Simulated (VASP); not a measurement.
Input:

```
MgO
1.0
    2.97692     0.00000     0.00000
    0.00000     4.21000     0.00000
    0.00000     0.00000    26.90768
Mg O
8 8
Direct
  0.00000   0.00000   0.30639
  0.50000   0.50000   0.36171
  0.00000   0.00000   0.41702
  0.50000   0.50000   0.47234
  0.00000   0.00000   0.52766
  0.50000   0.50000   0.58298
  0.00000   0.00000   0.63829
  0.50000   0.50000   0.69361
  0.50000   0.00000   0.36171
  0.00000   0.50000   0.30639
  0.50000   0.00000   0.47234
  0.00000   0.50000   0.41702
  0.50000   0.00000   0.58298
  0.00000   0.50000   0.52766
  0.50000   0.00000   0.69361
  0.00000   0.50000   0.63829
```

Method: PBEsol GGA, VASP's PBE PAW potentials (set 64) (plane waves; VASP). Numerical set-up: PREC = Normal, EDIFF = 1E-5, 450 eV cut-off, 7×5×1 Γ-centred mesh, Gaussian smearing of 0.050 eV, potentials Mg O.

### Question
The ions are relaxed. Give the cell that the relaxation ends in.

### Answer

```
MgO
1.0
    2.97692     0.00000     0.00000
    0.00000     4.21000     0.00000
    0.00000     0.00000    26.90768
Mg O
8 8
Direct
  0.00000   0.00000   0.31063
  0.50000   0.50000   0.35847
  0.00000   0.00000   0.41771
  0.50000   0.50000   0.47164
  0.00000   0.00000   0.52836
  0.50000   0.50000   0.58229
  0.00000   0.00000   0.64153
  0.50000   0.50000   0.68937
  0.50000   0.00000   0.36061
  0.00000   0.50000   0.30737
  0.50000   0.00000   0.47217
  0.00000   0.50000   0.41687
  0.50000   0.00000   0.58313
  0.00000   0.50000   0.52783
  0.50000   0.00000   0.69263
  0.00000   0.50000   0.63939
```

### Question
How much energy does the relaxation gain?

### Answer
The energy (σ→0) changes by -15.4 meV/atom, in 10 ionic steps.

The cell is a thin slab with vacuum, built from MgO (rock salt): (110) face.
